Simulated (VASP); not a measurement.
Si: relaxation of cell and atoms with r2SCAN

The system is Si.

```xyz
2
Lattice="0.0000 2.7136 2.7136 2.7136 0.0000 2.7136 2.7136 2.7136 0.0000" Properties=species:S:1:pos:R:3 pbc="T T T"
Si    4.0703    4.0703    4.0703
Si    2.7136    2.7136    2.7136
```

| Property | Result |
| --- | --- |
| Program | VASP 6.6.1 |
| Task | relaxation of cell and atoms |
| Functional | r2SCAN |
| Potentials or basis | VASP PAW PBE potentials, release 64 (Si) |
| Cutoff | 600 eV |
| k mesh | 10 × 10 × 10 |
| Occupations | gaussian, width 0.02 eV |
| Spin | no spin polarisation |
| Further INCAR settings | ALGO = Normal; EDIFF = 1e-07; IBRION = 2; EDIFFG = -0.004; NSW = 80; ISIF = 3 |

```yaml
Relaxed_volume: 20.12 Å³/atom
Relaxed_cell: a = 3.846 Å, b = 3.846 Å, c = 3.846 Å, α = 60.00°, β = 60.00°, γ = 60.00°
Space_group_after_relaxing_to_0.05_Å: Fd-3m (No. 227)
Energy_gained_by_relaxing: 0.3 meV/atom
Ionic_steps: 3
Pressure_after_relaxing: 0.0 GPa
Band_gap_on_the_k_mesh: 0.79 eV, indirect (least direct gap 2.76 eV)
```

The path:
| step | energy change (eV) | largest force (eV/Å) | pressure (GPa) | volume (Å³) |
| --- | --- | --- | --- | --- |
| 1 | 0.0000 | 0.0000 | 0.70 | 39.96 |
| 2 | -0.0002 | 0.0000 | -0.53 | 40.47 |
| 3 | -0.0006 | 0.0000 | 0.01 | 40.24 |

Final structure:
```yaml
crystal:
  lattice:
    - [0.00000, 2.71985, 2.71985]
    - [2.71985, 0.00000, 2.71985]
    - [2.71985, 2.71985, 0.00000]
  atoms:
    - { symbol: Si, position: [0.75000, 0.75000, 0.75000] }
    - { symbol: Si, position: [0.50000, 0.50000, 0.50000] }
```

Levels at points of the mesh, in eV from the valence-band top:
| k point | band 1 | band 2 | band 3 | band 4 | band 5 | band 6 | band 7 | band 8 |
| --- | --- | --- | --- | --- | --- | --- | --- | --- |
| (0.00, 0.00, 0.00) | -12.49 | 0.00 | 0.00 | 0.00 | 2.76 | 2.76 | 2.76 | 3.93 |
| (0.50, 0.00, 0.00) | -10.05 | -7.24 | -1.27 | -1.27 | 1.87 | 3.59 | 3.59 | 8.33 |
| (0.50, 0.50, 0.00) | -8.14 | -8.14 | -3.00 | -3.00 | 0.93 | 0.93 | 10.84 | 10.84 |

It took 86 s on 1 thread of Intel(R) Xeon(R) Platinum 8488C (Sapphire Rapids) (shared host), peak memory 0.18 GiB.

Caveat: the PAW data sets were made with another functional, which shifts forces and pressure a little. A k mesh can miss the band edges.
